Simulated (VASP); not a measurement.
Method: r2SCAN meta-GGA, VASP's PBE PAW potentials (set 64) (plane waves; VASP).

Input for VASP

KPOINTS:
```
Automatic mesh
0
Gamma
9 9 9
0 0 0
```

### INCAR
```
! general
SYSTEM =CdF2
PREC   =Accurate
ENCUT  =520
LREAL  =.False.
LASPH  =.True.
NBANDS =51

! electronic loop
EDIFF  =1E-7
NELM   =100
ALGO   =Normal   ! blocked Davidson
LMAXMIX=4   ! l cut-off of mixed one-centre charges
LMIXTAU=.True.

! smearing
ISMEAR =0
SIGMA  =0.01   ! width (eV)

! functional
METAGGA=R2SCAN

! output
LWAVE  =.False.
LCHARG =.False.
NEDOS  =1001   ! DOS grid

! other
LOPTICS=.True.
LPEAD  =.True.
CSHIFT =0.1
```

File POSCAR:
```
CdF2
1
   -0.0000000000     2.7016787717     2.7016787717
    2.7016787717     0.0000000000     2.7016787717
    2.7016787717     2.7016787717    -0.0000000000
Cd F
1 2
Direct
  0.0000000000   0.0000000000   0.0000000000
  0.2500000000   0.2500000000   0.2500000000
  0.7500000000   0.7500000000   0.7500000000
```

POTCAR, in this order: Cd F (PBE.64 set). Program: vasp_std.

Problem. What will the output report for the number of irreducible k-points (NKPTS), largest plane-wave count, number of space-group operations, FFT grid (NGX, NGY, NGZ)?

Solution. 
```
Quantity                                       Value
--------------------------------------  ------------
number of irreducible k-points (NKPTS)            35
largest plane-wave count                        1073
number of space-group operations                  48
FFT grid (NGX, NGY, NGZ)                28 × 28 × 28
```

The compound is CdF2 in the fluorite structure. It was relaxed first.
